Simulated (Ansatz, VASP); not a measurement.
# KSrBiWO6: VASP beside Ansatz, part 2 of 2

Aim: how closely do two programs agree when they are given the same cell, functional and k mesh? The cell is taken from a series of runs on this material, whose earlier steps may have relaxed, scaled, displaced or heated it; both programs get it as it stands.

VASP 6.6.1 and Ansatz 0.2.0.

So far: The structure; VASP: dielectric response, PBE.

## Step 3: Ansatz: dielectric response, PBE

Level of this step: Ansatz beside VASP: Kohn-Sham DFT, plane waves, PBE (Ansatz).

Ansatz runs on its PAW soft_1 files.

The same cell, functional and mesh now go to Ansatz, which takes its cutoff from its data sets.

Input file input.yaml:

```yaml
crystal:
  lattice:
    - [0.0, 4.27241772, 4.27241772]
    - [4.27241772, 0.0, 4.27241772]
    - [4.27241772, 4.27241772, 0.0]
  atoms:
    - { symbol: K, position: [0.25, 0.25, 0.25] }
    - { symbol: Sr, position: [0.75, 0.75, 0.75] }
    - { symbol: Bi, position: [0.0, 0.0, 0.0] }
    - { symbol: W, position: [0.5, 0.5, 0.5] }
    - { symbol: O, position: [0.7264775472, 0.2735224528, 0.2735224528] }
    - { symbol: O, position: [0.2735224528, 0.7264775472, 0.7264775472] }
    - { symbol: O, position: [0.7264775472, 0.7264775472, 0.2735224528] }
    - { symbol: O, position: [0.2735224528, 0.2735224528, 0.7264775472] }
    - { symbol: O, position: [0.2735224528, 0.7264775472, 0.2735224528] }
    - { symbol: O, position: [0.7264775472, 0.2735224528, 0.7264775472] }
kpoints:
  mp_grid: { grid: [4, 4, 4] }
hamiltonian:
  xc: pbe
  pseudopotentials: { kind: paw, azcp: { folder: soft_1 } }
scf:
  occupations: { method: fixed }
dielectric: {}
```

Started as:

```bash
ansatz run input.yaml --threads 2 --pin off --max-ram 92160MiB --backend cuda --events-out ev --progress --plain --runs-dir out --devices 1 --max-vram 13GiB
```

Numbers of over 12 decimals in the logs are rounded to 6 here.

The program printed:

```text
GPUs: using 1 of 1 available (devices: 1).
Engine: ansatz 0.2.0, x86_64-unknown-linux-gnu
Pseudopotentials: kind: paw
Pseudopotential: K, paw, valence charge 9, recommended cutoff 420 eV (normal), soft_1/K.paw.azcp
Pseudopotential: Sr, paw, valence charge 10, recommended cutoff 420 eV (normal), soft_1/Sr.paw.azcp
Pseudopotential: Bi, paw, valence charge 15, recommended cutoff 420 eV (normal), soft_1/Bi.paw.azcp
Pseudopotential: W, paw, valence charge 14, recommended cutoff 420 eV (normal), soft_1/W.paw.azcp
Pseudopotential: O, paw, valence charge 6, recommended cutoff 420 eV (normal), soft_1/O.paw.azcp
Functional definition: PBE
  parameter kappa = 0.804
  parameter beta = 0.066725
  exchange = pbe_x(kappa = kappa, mu = beta*pi^2/3)
  correlation = pbe_c(beta = beta)
device memory: the entry about to start is reckoned to put 2.7 GiB on a device that reports 48.9 GiB free (of which the cap on the GPU budget leaves the run 13.0 GiB)
GPU FFT provider: cuFFT
GPU libraries: cuBLAS 13.8.2, cuFFT 12.4.0, cuSOLVER 12.3.4
Crystal: 10 atoms, lattice volume = 155.974 Å³
Basis set: ecut = 420 eV, 3071 PW (Γ), exchange–correlation on 90×90×90 points (8 copies of the dense FFT grid, shifted against one another)
Bands: 52, of which v1, the nominal top of the filled ones, is band 42 counted from 1 (41 counted from 0)
Symmetry: 24 space group operations
k-points: 18 of 64 (irreducible under 4 space group operations, time reversal used)
Non-local potential: K, projectors of the file, l = 0: 3, l = 1: 2, l = 2: 2
Non-local potential: Sr, projectors of the file, l = 0: 3, l = 1: 2, l = 2: 2
Non-local potential: Bi, projectors of the file, l = 0: 2, l = 1: 2, l = 2: 2, l = 3: 1
Non-local potential: W, projectors of the file, l = 0: 3, l = 1: 2, l = 2: 2, l = 3: 1
Non-local potential: O, projectors of the file, l = 0: 2, l = 1: 2, l = 2: 1
PAW form: soft (Blöchl's): semilocal exchange-correlation on the pseudo side does not see the compensation charge
PAW one-centre angular grid: K, 110 points (default); XC on 64 Gauss nodes
PAW one-centre angular grid: Sr, 110 points (default); XC on 64 Gauss nodes
PAW one-centre angular grid: Bi, 590 points (default); XC on 64 Gauss nodes
PAW one-centre angular grid: W, 590 points (default); XC on 64 Gauss nodes
PAW one-centre angular grid: O, 110 points (default); XC on 64 Gauss nodes
Initial density: superposition of atomic densities (chi_scale 0.1, normalization cell, long waves kept (reshape's long-wave potential 0.02 eV rms))
Initial wavefunctions: pseudopotential atomic-orbital guess
GPU buffer pool allocated for 91125 grid points (all kernels)
GPU transforms: local potential and band sums: pruned to the plane-wave sphere, on 45×45×45
Functional: x = pbe(κ = 0.804, μ = 0.219515), c = pbe(β = 0.066725)
SCF iter   1: F=—  HF=-31281.519696 eV  |F-HF|=—  |Δ(HF+E_count)|=         —  Δρ=7.11e-2  dr2=1.51e1  ethr=3.10e-3  ⟨swp⟩=6.6  Hψ=3586  notcnv=0  defer=95
preconditioner: auto → Resta (q_TF=auto, 2.461 Å⁻¹)  ε∞=3.8  [insulator: Δε(μ)=2.799 eV  Ē_g=15.203 eV  n_scr=50 (ndim 8)  ℏωp=25.2 eV  f_vac=0.000  ε∞_Penn≈3.8]
SCF iter   2: F=—  HF=-31277.848790 eV  |F-HF|=—  |Δ(HF+E_count)|=    3.67e0  Δρ=3.26e-2  dr2=1.54e0  ethr=3.10e-3  ⟨swp⟩=4.1  Hψ=2085  notcnv=0  defer=129
SCF iter   3: F=—  HF=-31277.508985 eV  |F-HF|=—  |Δ(HF+E_count)|=   3.40e-1  Δρ=1.47e-2  dr2=4.24e-1  ethr=1.83e-3  ⟨swp⟩=2.8  Hψ=1639  notcnv=0  defer=130
SCF iter   4: F=—  HF=-31277.448033 eV  |F-HF|=—  |Δ(HF+E_count)|=   6.10e-2  Δρ=6.41e-3  dr2=6.38e-2  ethr=5.05e-4  ⟨swp⟩=2.2  Hψ=1623  notcnv=0  defer=129
SCF iter   5: F=—  HF=-31277.449511 eV  |F-HF|=—  |Δ(HF+E_count)|=   1.48e-3  Δρ=1.75e-3  dr2=4.93e-3  ethr=7.59e-5  ⟨swp⟩=2.9  Hψ=1418  notcnv=0  defer=135
SCF iter   6: F=—  HF=-31277.451228 eV  |F-HF|=—  |Δ(HF+E_count)|=   1.72e-3  Δρ=5.89e-4  dr2=1.04e-3  ethr=5.87e-6  ⟨swp⟩=3.0  Hψ=1646  notcnv=0  defer=135
SCF iter   7: F=—  HF=-31277.450967 eV  |F-HF|=—  |Δ(HF+E_count)|=   2.62e-4  Δρ=1.84e-4  dr2=8.78e-5  ethr=1.23e-6  ⟨swp⟩=2.0  Hψ=1267  notcnv=0  defer=135
SCF iter   8: F=—  HF=-31277.450911 eV  |F-HF|=—  |Δ(HF+E_count)|=   5.53e-5  Δρ=8.93e-5  dr2=2.16e-5  ethr=1.05e-7  ⟨swp⟩=2.6  Hψ=1350  notcnv=0  defer=123
SCF iter   9: F=—  HF=-31277.450905 eV  |F-HF|=—  |Δ(HF+E_count)|=   6.10e-6  Δρ=7.06e-6  dr2=1.48e-7  ethr=2.57e-8  ⟨swp⟩=2.1  Hψ=1219  notcnv=0  defer=112
SCF iter  10: F=—  HF=-31277.451048 eV  |F-HF|=—  |Δ(HF+E_count)|=   1.42e-4  Δρ=1.58e-6  dr2=6.71e-9  ethr=1.76e-10  ⟨swp⟩=2.1  Hψ=1640  notcnv=0  defer=92
SCF iter  11: F=—  HF=-31277.451048 eV  |F-HF|=—  |Δ(HF+E_count)|=  3.86e-10  Δρ=2.83e-7  dr2=2.61e-10  ethr=7.98e-12  ⟨swp⟩=2.6  Hψ=1741  notcnv=0  defer=92
SCF iter  12: F=-31277.451048 eV  HF=-31277.451048 eV  |F-HF|=7.28e-12  |Δ(HF+E_count)|=  3.64e-12  Δρ=1.51e-7  dr2=2.70e-11  ethr=1.00e-12  ⟨swp⟩=13.5  Hψ=3992  notcnv=0
SCF 1 converged in 12 iterations: F = -31277.451048 eV  dr2 = 2.70e-11
  greatest PAW one-centre occupation: 1.000 electrons in one spin orbital (limit 2), on the W atom at site 3 (counted from 0), in its partial waves of l = 0
[...]
device memory: the entry about to start is reckoned to put 1.7 GiB (of the 1.7 GiB reckoned in all, the device holds 0.1 GiB already) on a device that reports 50.4 GiB free (of which the cap on the GPU budget leaves the run 12.9 GiB)
DFPT response loops at Γ: preconditioner auto → Resta (q_TF=auto, 2.461 Å⁻¹)  ε∞=5.5 (no band partly filled); β = 1.00, the filter's whole step (`scf.mixing.beta` (0.50) is not read by the response loops at its default; to damp them type it under 1.00, their step now; it binds the ground state too); Broyden in place of MSR1
── the response to a field inside a basis, on 6×6×6 k-points: an SCF that follows is theirs, and a resumed run solves both again ──
device memory: the entry about to start is reckoned to put 0.5 GiB on a device that reports 48.9 GiB free (of which the cap on the GPU budget leaves the run 12.9 GiB)
GPU FFT provider: cuFFT
GPU libraries: cuBLAS 13.8.2, cuFFT 12.4.0, cuSOLVER 12.3.4
Bands: 43, of which v1, the nominal top of the filled ones, is band 42 counted from 1 (41 counted from 0)
k-points: 28 of 216 (irreducible under 6 space group operations, time reversal used)
Initial density: handed on by an earlier stage of this run
Initial wavefunctions: pseudopotential atomic-orbital guess (no wavefunctions were taken with the density)
GPU buffer pool allocated for 91125 grid points (all kernels)
GPU transforms: band sums: pruned to the plane-wave sphere, on 45×45×45
Eigensolver: Dense (28 Hₖ)
SCF iter   1: F=—  HF=-31277.180369 eV  |F-HF|=—  |Δ(HF+E_count)|=         —  Δρ=4.90e-4  dr2=1.08e-4  ethr=1.00e-1
preconditioner: auto → Resta (q_TF=auto, 2.461 Å⁻¹)  ε∞=5.1  [insulator: Δε(μ)=2.116 eV  Ē_g=12.491 eV  n_scr=50 (ndim 8)  ℏωp=25.2 eV  f_vac=0.026  ε∞_Penn≈5.1]
SCF iter   2: F=—  HF=-31277.180450 eV  |F-HF|=—  |Δ(HF+E_count)|=   8.11e-5  Δρ=2.68e-4  dr2=4.07e-5  ethr=1.29e-7
SCF iter   3: F=—  HF=-31277.180491 eV  |F-HF|=—  |Δ(HF+E_count)|=   4.09e-5  Δρ=9.93e-5  dr2=1.18e-5  ethr=4.85e-8
SCF iter   4: F=—  HF=-31277.180490 eV  |F-HF|=—  |Δ(HF+E_count)|=   1.67e-6  Δρ=1.86e-5  dr2=6.70e-7  ethr=1.40e-8
SCF iter   5: F=-31277.180490 eV  HF=-31277.180490 eV  |F-HF|=1.47e-8  |Δ(HF+E_count)|=   3.68e-7  Δρ=4.82e-6  dr2=7.24e-8  ethr=7.98e-10
SCF 1 converged in 5 iterations: F = -31277.180490 eV  dr2 = 7.24e-8
device memory: the entry about to start is reckoned to put 0.1 GiB (of the 0.2 GiB reckoned in all, the device holds 0.1 GiB already) on a device that reports 48.0 GiB free (of which the cap on the GPU budget leaves the run 12.9 GiB)
device memory: the entry about to start is reckoned to put 2.5 GiB on a device that reports 47.9 GiB free (of which the cap on the GPU budget leaves the run 12.7 GiB)
DFPT response loops at Γ: preconditioner auto → Resta (q_TF=auto, 2.461 Å⁻¹)  ε∞=5.3 (no band partly filled); β = 1.00, the filter's whole step (`scf.mixing.beta` (0.50) is not read by the response loops at its default; to damp them type it under 1.00, their step now; it binds the ground state too); Broyden in place of MSR1
SCF converged after 12 iterations
Free energy (F): -31277.451048 eV
Harris-Foulkes:  -31277.451048 eV  (|F-HF|=7.28e-12)
Internal energy: -31277.451048 eV  (E = F + TS)
E sigma→0 (E₀):  -31277.451048 eV
Fermi energy:    8.550881 eV
--- Per-component energies (eV) ---
  E_band       = -530.806652
  E_kinetic    = 2159.991230
  E_local      = -5783.474970  (includes V_loc(G=0)·N_el)
  E_nonlocal   = 943.414127
  E_hartree    = 2079.867406
  E_xc         = -1160.916943
  E_vxc        = -1232.393829  (∫ρ·V_xc dr)
  E_paw        = -23682.609345  (= ΣΔE_a)
  E_vpaw       = -778.082770  (= ΣTr[D̂ρ^β])
  E_aug_tail   = 0.004832  (compensation charges beyond the density's cutoff)
  E_ewald      = -5833.727384
  E_smearing   = -0.000000  (= −TS)
  E_closure    = 0.000000  (closes the sum)
  Σ components = -31277.451048   (vs F -31277.451048, Δ=0.00e0)
--- Band table (eV; the first three rows and the last of 18) ---
  k-point 0: bands = [... 38 lower, 6.7914, 7.6687, 7.6687, 7.6687, 10.9413, 10.9413, 10.9413, 12.5853, ... 6 higher]
  k-point 1: bands = [... 38 lower, 7.4221, 7.4221, 7.5588, 7.8577, 10.7856, 11.0454, 11.0454, 12.5595, ... 6 higher]
  k-point 2: bands = [... 38 lower, 7.0982, 7.0982, 7.4129, 8.5509, 10.5374, 11.0345, 11.0345, 12.5573, ... 6 higher]
  k-point 17: bands = [... 38 lower, 6.9461, 7.2872, 7.3684, 7.6058, 11.0975, 11.1263, 11.6771, 12.4992, ... 6 higher]
--- Dielectric response (ions clamped): 3 representative field directions + reference, inside a basis on a mesh of 216 k-points (Σ response iterations 15) ---
  ε∞ (high-frequency dielectric tensor):
        5.628608    -0.000000     0.000000
       -0.000000     5.628608     0.000000
        0.000000     0.000000     5.628608
  Born effective charges Z* (e; rows j = field, columns β = displacement):
    site 0:
         1.20477   -0.00000    0.00000
         0.00000    1.20477    0.00000
         0.00000    0.00000    1.20477
    site 1:
         2.65492   -0.00000    0.00000
         0.00000    2.65492    0.00000
         0.00000    0.00000    2.65492
    site 2:
         6.05428   -0.00000    0.00000
         0.00000    6.05428    0.00000
         0.00000    0.00000    6.05428
    site 3:
         9.15697   -0.00000   -0.00000
         0.00000    9.15697    0.00000
        -0.00000    0.00000    9.15697
    site 4:
        -6.64730   -0.00000   -0.00000
        -0.00000   -1.44408    0.12255
        -0.00000    0.12255   -1.44408
    site 5:
        -6.64730   -0.00000    0.00000
         0.00000   -1.44408   -0.12255
         0.00000   -0.12255   -1.44408
    site 6:
        -1.44408   -0.12255    0.00000
        -0.12255   -1.44408   -0.00000
         0.00000   -0.00000   -6.64730
    site 7:
        -1.44408    0.12255    0.00000
         0.12255   -1.44408   -0.00000
        -0.00000   -0.00000   -6.64730
    site 8:
        -1.44408    0.00000    0.12255
         0.00000   -6.64730   -0.00000
         0.12255   -0.00000   -1.44408
    site 9:
        -1.44408   -0.00000   -0.12255
        -0.00000   -6.64730   -0.00000
        -0.12255   -0.00000   -1.44408
  Z* charge neutrality: 1.036e-2 e pre-enforcement
  solved inside a basis spanned on kpoints, on 6×6×6 k-points, its susceptibility summed on 8×8×8: ε∞ is read to err by 2.7e-2, Z* by 3.7e-2 e (field_mesh: kpoints solves on kpoints); Z* is corrected for what the basis lacks
```

## Step 4: Differences

Known differences besides the potentials themselves: fixed occupations in Ansatz, narrow Gaussian smearing in VASP; VASP's response is taken on the typed mesh, Ansatz refines its own for the field response alone; the data sets hold 84 valence electrons in Ansatz (on its PAW soft_1 files) and 76 in VASP; the cutoff is 420 eV in Ansatz and 520 eV in VASP. Total energies have different zeros and are not compared.

Both answers:

```csv
quantity,Ansatz,VASP,difference
ε∞ xx,5.63,5.80,-2.93 %
ε∞ yy,5.63,5.80,-2.93 %
ε∞ zz,5.63,5.80,-2.93 %
Born charge of K1 (mean of the diagonal) (e),1.20,1.21,0.00
Born charge of Sr2 (mean of the diagonal) (e),2.65,2.66,0.00
Born charge of Bi3 (mean of the diagonal) (e),6.05,6.09,-0.03
Born charge of W4 (mean of the diagonal) (e),9.16,9.23,-0.08
Born charge of O5 (mean of the diagonal) (e),-3.18,-3.20,+0.02
```

## Step 5: What came out

```
difference in ε∞ xx (dielectric response, PBE) : -2.9 %
```

**Reading.** The difference in ε∞ xx is -2.9 % (dielectric response, PBE), within the 5 % picked in this series as the mark of a large difference. The data sets hold unlike numbers of valence electrons (84 in Ansatz and 76 in VASP), so part of the differences comes from the potentials. How closely two codes agree says nothing of how well the functional describes the real material.

[Lines on the potential files, build, host, timing and source positions are cut from VASP's logs without a mark.]

[Logs are printed without paths, hosts, clocks, repeated set-up lines and the standing remarks that a program may print on its own settings, such as how far it seeks lower states.]

[Hosts, paths, dates, database ids (printed as entryN), source tags and the programs' standing remarks are cut or masked in the printed files.]
